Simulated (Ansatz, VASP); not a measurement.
Mg5ZrN2 in VASP and in Ansatz

```
Mg Zr N
1.0
     3.06283    1.76832    5.70900
    -3.06283    1.76832    5.70900
     0.00000   -3.53665    5.70900
Mg Zr N
5 1 2
Direct
  0.13942 0.13942 0.13942
  0.86058 0.86058 0.86058
  0.50000 0.50000 0.00000
  0.00000 0.50000 0.50000
  0.50000 0.00000 0.50000
  0.50000 0.50000 0.50000
  0.61904 0.61904 0.61904
  0.38096 0.38096 0.38096
```

Alike in both runs: functional PBE; k mesh 4 × 4 × 4; occupations gaussian, width 0.2 eV; no spin polarisation.

Ansatz relaxed the structure, and its values are those at the end. VASP's run is a single point on that final structure, the one shown.

```csv
,VASP,Ansatz
version,VASP 6.6.1,Ansatz 0.2.0
potentials or method,"VASP PAW PBE potentials, release 64 (Mg, Zr_sv, N)","scalar-relativistic, plane waves, PAW"
plane-wave cutoff (eV),520,420
valence electrons in the cell,32,72
```

Ansatz gave:

```
gap on the k mesh at the Fermi level (eV) : none
pressure (GPa)                            : 0.1
rms of the force components (eV/Å)        : 0.011
```

Task: Estimate VASP's values.

Result: gap on the k mesh at the Fermi level (eV): none; pressure (GPa): 0.1; rms of the force components (eV/Å): 0.018.

A gap of «none» marks a metal or a gap that the smearing closes. The two sets of potentials don't hold the same shells in valence.
